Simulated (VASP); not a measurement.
OSZICAR of a VASP run on CoGa (CsCl type):

### OSZICAR
```
       N       E                     dE             d eps       ncg     rms          rms(c)
DAV:   1     0.942220607164E+02    0.94222E+02   -0.10336E+04  2736   0.249E+03
DAV:   2    -0.682017811849E+01   -0.10104E+03   -0.98980E+02  2597   0.343E+02
DAV:   3    -0.113843196121E+02   -0.45641E+01   -0.45482E+01  2933   0.789E+01
DAV:   4    -0.114524989427E+02   -0.68179E-01   -0.68163E-01  3411   0.906E+00
DAV:   5    -0.114544172858E+02   -0.19183E-02   -0.19183E-02  3110   0.131E+00    0.961E+00
DAV:   6    -0.124717608900E+02   -0.10173E+01   -0.22155E+01  2861   0.630E+01    0.113E+01
DAV:   7    -0.105007422802E+02    0.19710E+01   -0.91286E+00  2612   0.467E+01    0.178E+00
DAV:   8    -0.104840924418E+02    0.16650E-01   -0.24214E-01  2999   0.546E+00    0.659E-01
DAV:   9    -0.104776743210E+02    0.64181E-02   -0.20559E-02  3403   0.229E+00    0.141E-01
DAV:  10    -0.104774154536E+02    0.25887E-03   -0.67296E-04  3320   0.367E-01    0.714E-02
DAV:  11    -0.104774047812E+02    0.10672E-04   -0.10154E-04  3573   0.183E-01    0.145E-02
DAV:  12    -0.104774037567E+02    0.10245E-05   -0.66347E-06  3806   0.437E-02    0.285E-03
DAV:  13    -0.104774036601E+02    0.96577E-07   -0.44407E-07  2871   0.101E-02
   1 F= -.10181858E+02 E0= -.10182051E+02  d E =-.101819E+02
```

Which electronic solver shows in the log?

It is blocked Davidson (ALGO = Normal, or the opening steps of other solvers). The INCAR had ALGO = Normal.

How was spin treated?

Without spin polarisation: there is no mag entry.

Can the final energy be trusted as converged?

Self-consistency was reached. It stopped with EDIFF = 1E-7, NELM = 100, NSW = 40 and EDIFFG = -0.01 after 1 ionic step (PBE GGA, plane waves, VASP's PBE PAW potentials (set 64)).

The compound is CoGa in the CsCl type structure. It was relaxed first under an external pressure of 2 GPa. The run is not spin-polarised, so no magnetic state was tried.
